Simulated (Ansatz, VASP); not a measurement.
InRu2: VASP beside Ansatz

```
In Ru
1.0
     2.86880    0.00000    0.00000
     0.00000    2.86880    0.00000
     0.00000    0.00000    6.36328
In Ru
1 2
Direct
  0.00000 0.00000 0.50000
  0.50000 0.00000 0.87870
  0.00000 0.50000 0.12130
```

Change from the starting cell: species swapped into the AgI2 type (P-4m2, No. 115).

Alike in both runs: functional PBE; k mesh 6 × 6 × 4; occupations gaussian, width 0.1 eV; no spin polarisation.

Ansatz relaxed the structure, and its values are those at the end. VASP's run is a single point on that final structure, the one shown.

```csv
,VASP,Ansatz
version,VASP 6.6.1,Ansatz 0.2.0
potentials or method,"VASP PAW PBE potentials, release 64 (In_d, Ru_pv)","scalar-relativistic, plane waves, PAW"
plane-wave cutoff (eV),520,420
valence electrons in the cell,41,45
```

Ansatz gave:

| Property | Result |
| --- | --- |
| gap on the k mesh at the Fermi level (eV) | none |
| pressure (GPa) | 0.0 |
| rms of the force components (eV/Å) | 0.001 |

Q: What did VASP give for the same quantities?

A: gap on the k mesh at the Fermi level (eV): none; pressure (GPa): 0.0; rms of the force components (eV/Å): 0.005.

A gap of «none» marks a metal or a gap that the smearing closes. The functional is the same, so the differences come from potentials, cutoffs and numerics. The two sets of potentials don't hold the same shells in valence.

Caveats: the k mesh is coarse (spacing up to 0.37 Å⁻¹), so the values aren't converged.
